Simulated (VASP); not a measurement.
Data:

```xyz
3
Lattice="0.0000 2.1679 2.1679 2.1679 0.0000 2.1679 2.1679 2.1679 0.0000" Properties=species:S:1:pos:R:3 pbc="T T T"
Be     1.0839     1.0839     1.0839
Be     3.2518     3.2518     3.2518
C      0.0000     0.0000     0.0000
```

The numbers are results of optB86b-vdW, VASP's PBE PAW potentials (set 64) (plane waves; VASP), not measurements. Settings: 520 eV cut-off, 10×10×10 Γ-centred mesh, tetrahedra with Blöchl corrections, potentials Be C.

Question: What does the run give for the energy per atom (σ→0), band gap (on the k-mesh) with the smallest direct gap where there is one?

Answer: 
| Quantity | Value |
|---|---|
| band gap (on the k-mesh) | 1.24 eV |
| smallest direct gap (on the k-mesh) | 4.18 eV |
| energy per atom (σ→0) | -5.194 eV/atom |

The absolute energy has meaning only against runs of the same code, potentials and settings.

The compound is Be2C in the antifluorite structure. It was relaxed first.
